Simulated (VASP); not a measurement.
Calculation: PBEsol GGA, VASP's PBE PAW potentials (set 64) (plane waves; VASP). Each cell was relaxed at this level.

Without a dispersion term in the relaxation, distances and binding between the weakly bound layers, chains or molecules are unreliable, and so is what depends on them.

Problem. Which of these has an unstable (imaginary) mode at Γ?
A) GaSb, F-43m (216)
B) ZrPbO3, Amm2 (38)
C) SiSe2, Ibam (72)
D) WS2, P6_3/mmc (194)

Solution. B, ZrPbO3, Amm2 (38). Its optical Γ-point modes are 71i, 73, 139, 175, 195, 196, 212, 254, 299, 504, 544, 557 cm⁻¹.
